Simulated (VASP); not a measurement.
Level of theory: PBE GGA, VASP's PBE PAW potentials (set 64) (plane waves; VASP).

The input files of a VASP run:

INCAR:
```
ALGO = Normal
EDIFF = 1E-6
ENCUT = 400
GGA = PE
ISIF = 2
ISMEAR = 0
KGAMMA = .TRUE.
KSPACING = 0.2
LASPH = .TRUE.
LCHARG = .FALSE.
LMAXMIX = 4
LREAL = .FALSE.
LWAVE = .FALSE.
NELM = 100
PREC = Accurate
SIGMA = 0.05
SYSTEM = NaI
```

### POSCAR
```
NaI
1
    0.0000000000     3.2997000000     3.2997000000
    3.2997000000     0.0000000000     3.2997000000
    3.2997000000     3.2997000000     0.0000000000
Na I
1 1
Direct
  0.0000000000   0.0000000000   0.0000000000
  0.5000000000   0.5000000000   0.5000000000
```

POTCAR, in this order: Na_pv I (PBE.64 set). Program: vasp_std.

The run wrote:

File OUTCAR:
```
 ion  position               nearest neighbor table
   1  0.000  0.000  0.000-
   2  0.500  0.500  0.500-
  LATTYP: Found a face centered cubic cell.
 ALAT       =     6.5994000000
 Subroutine PRICEL returns:
 Original cell was already a primitive cell.
 Subroutine GETGRP returns: Found 48 space group operations
The static configuration has the point symmetry O_h .
The dynamic configuration has the point symmetry O_h .
 Subroutine INISYM returns: Found 48 space group operations
 Subroutine IBZKPT returns following result:
 Found     35 irreducible k-points:

 Following reciprocal coordinates:
            Coordinates               Weight
  0.000000  0.000000  0.000000      1.000000
  0.111111  0.000000  0.000000      8.000000
  0.222222  0.000000  0.000000      8.000000
  0.333333  0.000000  0.000000      8.000000
  0.444444  0.000000  0.000000      8.000000
  0.111111  0.111111  0.000000      6.000000
  0.222222  0.111111  0.000000     24.000000
  0.333333  0.111111  0.000000     24.000000
  0.444444  0.111111  0.000000     24.000000
...
```

File OSZICAR:
```
       N       E                     dE             d eps       ncg     rms          rms(c)
DAV:   1     0.677747294470E+02    0.67775E+02   -0.60900E+03   778   0.929E+02
DAV:   2     0.148433513172E+00   -0.67626E+02   -0.63030E+02   834   0.207E+02
DAV:   3    -0.530800489284E+01   -0.54564E+01   -0.54376E+01   956   0.625E+01
DAV:   4    -0.545754821500E+01   -0.14954E+00   -0.14944E+00   914   0.113E+01
DAV:   5    -0.546146718755E+01   -0.39190E-02   -0.39189E-02   901   0.184E+00    0.159E+00
DAV:   6    -0.539207491169E+01    0.69392E-01   -0.98143E-02   884   0.203E+00    0.109E+00
DAV:   7    -0.538183658420E+01    0.10238E-01   -0.79998E-02   889   0.169E+00    0.600E-01
DAV:   8    -0.538417708027E+01   -0.23405E-02   -0.60070E-03   809   0.732E-01    0.163E-01
DAV:   9    -0.538413945041E+01    0.37630E-04   -0.15423E-04   863   0.133E-01    0.495E-02
DAV:  10    -0.538415855873E+01   -0.19108E-04   -0.47704E-05   881   0.796E-02    0.717E-03
DAV:  11    -0.538415939791E+01   -0.83918E-06   -0.49919E-06   821   0.238E-02
   1 F= -.53841594E+01 E0= -.53841594E+01  d E =-.138163E-12
```

OUTCAR:
```
------------------------ aborting loop because EDIFF is reached ----------------------------------------
  FORCE on cell =-STRESS in cart. coord.  units (eV):
  Direction    XX          YY          ZZ          XY          YZ          ZX
  --------------------------------------------------------------------------------------
  Total       -0.2369250     -0.2369250     -0.2369250     -0.0000000     -0.0000000      0.0000000
  in kB       -5.2828481     -5.2828481     -5.2828481     -0.0000000     -0.0000000      0.0000000
  external PRESSURE =      -5.2828481 kB  Pullay stress =       0.0000000 kB
  volume of cell :       71.85
      direct lattice vectors                 reciprocal lattice vectors
     0.000000000  3.299700000  3.299700000    -0.151528927  0.151528927  0.151528927
     3.299700000  0.000000000  3.299700000     0.151528927 -0.151528927  0.151528927
     3.299700000  3.299700000  0.000000000     0.151528927  0.151528927 -0.151528927
  FREE ENERGIE OF THE ION-ELECTRON SYSTEM (eV)
  ---------------------------------------------------
  free  energy   TOTEN  =        -5.3841593979 eV

  energy  without entropy=       -5.3841593979  energy(sigma->0) =       -5.38415940
```
(Selected blocks of OUTCAR.)

File OUTCAR:
```
 val. band max:        0.4178160638   @ k =   0.0000   0.0000   0.0000

 cond. band min:       3.9102878956   @ k =   0.0000   0.0000   0.0000


 Fermi energy:         0.6445478512

 k-point     1 :       0.0000    0.0000    0.0000
  band No.  band energies     occupation
      1     -22.0945      2.00000
      2     -22.0945      2.00000
      3     -22.0945      2.00000
      4     -10.4596      2.00000
      5       0.4178      2.00000
      6       0.4178      2.00000
      7       0.4178      2.00000
      8       3.9103      0.00000
      9       8.3412      0.00000
     10       8.3412      0.00000
     11       8.3412      0.00000

 k-point     2 :       0.1111    0.0000    0.0000
  band No.  band energies     occupation
      1     -22.0950      2.00000
      2     -22.0946      2.00000
      3     -22.0946      2.00000
      4     -10.4307      2.00000
      5       0.0770      2.00000
      6       0.3866      2.00000
      7       0.3866      2.00000
      8       4.3123      0.00000
      9       8.0273      0.00000
     10       8.4576      0.00000
     11       8.4576      0.00000

 k-point     3 :       0.2222    0.0000    0.0000
  band No.  band energies     occupation
      1     -22.0963      2.00000
      2     -22.0948      2.00000
      3     -22.0947      2.00000
      4     -10.3555      2.00000
      5      -0.5906      2.00000
      6       0.3105      2.00000
      7       0.3105      2.00000
      8       5.0480      0.00000
      9       7.7687      0.00000
     10       8.4127      0.00000
     11       8.4127      0.00000

 k-point     4 :       0.3333    0.0000    0.0000
  band No.  band energies     occupation
      1     -22.0974      2.00000
      2     -22.0948      2.00000
      3     -22.0948      2.00000
      4     -10.2663      2.00000
      5      -1.1845      2.00000
      6       0.2283      2.00000
      7       0.2283      2.00000
      8       5.4416      0.00000
      9       8.0607      0.00000
...
```

Unless said otherwise, spin-orbit coupling is left out, though it shifts the bands of the heavy elements here.

The compound is NaI in the rock salt structure. The cell was not relaxed at this level. The run is one of a series of settings (KGAMMA = .TRUE., KSPACING = 0.2, KPOINTS file removed against the base run), some of them coarse on purpose.
